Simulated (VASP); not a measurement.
Computed with r2SCAN meta-GGA, VASP's PBE PAW potentials (set 64) (plane waves; VASP).

Input for VASP

**INCAR**
```
LMAXMIX = 6   # l cut-off of mixed one-centre charges
SYSTEM = BaHfO3
EDIFF = 1E-7
LASPH = T
ISIF = 2   # forces and stress, cell fixed
ALGO = Normal
SIGMA = 0.05
METAGGA = R2SCAN
PREC = Accurate
LREAL = F
ENCUT = 520
LMIXTAU = T
ISMEAR = 0
LWAVE = F
LCHARG = F
NELM = 100   # most electronic steps
```

**KPOINTS**
```
Automatic mesh
0
Gamma
5 5 5
0 0 0
```

File POSCAR:
```
BaHfO3
4.1288760
  1.0000001136   0.0000000000   0.0000000000
  0.0000000000   1.0000001136   0.0000000000
  0.0000000000   0.0000000000   1.0000001136
Ba Hf O
1 1 3
Cart
  0.0000000000   0.0000000000   0.0000000000
  0.5000000568   0.5000000568   0.5000000568
  0.5000000568   0.0000000000   0.5000000568
  0.0000000000   0.5000000568   0.5000000568
  0.5000000568   0.5000000568   0.0000000000
```

POTCAR, in this order: Ba_sv Hf_pv O (PBE.64 set). Program: vasp_std.

**Question.** What will the output report for the number of irreducible k-points (NKPTS), largest plane-wave count, number of space-group operations, FFT grid (NGX, NGY, NGZ)?

**Answer.** 
```json
{
 "number of irreducible k-points (NKPTS)": "10",
 "largest_plane_wave_count": "1908",
 "number_of_space_group_operations": "48",
 "FFT grid (NGX, NGY, NGZ)": "32 × 32 × 32"
}
```

The compound is BaHfO3 in the cubic perovskite structure. This cell is one point of a volume scan, at 0.97 of the reference volume.
